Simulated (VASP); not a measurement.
Data:

```yaml
crystal:
  lattice:
    - [5.68322, 0.00000, 0.00000]
    - [0.00000, 5.68322, 0.00000]
    - [0.00000, 0.00000, 5.68322]
  atoms:
    - { symbol: Cs, position: [0.00000, 0.00000, 0.00000] }
    - { symbol: Pb, position: [0.50000, 0.50000, 0.50000] }
    - { symbol: Cl, position: [0.50000, 0.00000, 0.50000] }
    - { symbol: Cl, position: [0.00000, 0.50000, 0.50000] }
    - { symbol: Cl, position: [0.50000, 0.50000, 0.00000] }
```

Computed with PBE GGA with D3 dispersion (zero damping), VASP's PBE PAW potentials (set 64) (plane waves; VASP). Run with 520 eV cut-off, Gaussian smearing of 0.050 eV, potentials Cs_sv Pb_d Cl.

Unless said otherwise, spin-orbit coupling is left out, though it shifts the bands of the heavy elements here.

Question: Give the energies of bands 13 to 25 at the high-symmetry points, in eV from the valence-band maximum.

Answer: 
| band | Γ | X | M | R |
|---|---|---|---|---|
| 13 | -6.51 | -7.36 | -7.92 | -8.00 |
| 14 | -4.27 | -4.20 | -4.07 | -2.87 |
| 15 | -4.27 | -4.20 | -3.07 | -2.87 |
| 16 | -4.27 | -2.86 | -2.54 | -2.87 |
| 17 | -2.32 | -2.43 | -2.54 | -2.48 |
| 18 | -2.32 | -2.42 | -2.50 | -2.48 |
| 19 | -2.32 | -2.42 | -2.50 | -1.93 |
| 20 | -2.24 | -2.33 | -2.48 | -1.93 |
| 21 | -2.24 | -2.33 | -1.94 | -1.93 |
| 22 | -2.24 | -1.54 | -0.74 | 0.00 |
| 23 | 3.55 | 3.11 | 2.65 | 2.12 |
| 24 | 4.57 | 4.87 | 2.65 | 2.12 |
| 25 | 4.57 | 5.41 | 5.01 | 2.12 |

The gap is direct, 2.12 eV, from the valence maximum at R to the conduction minimum at R.

The compound is CsPbCl3 in the cubic perovskite structure, the ideal cubic form; the compound distorts at low or room temperature. It was relaxed first.
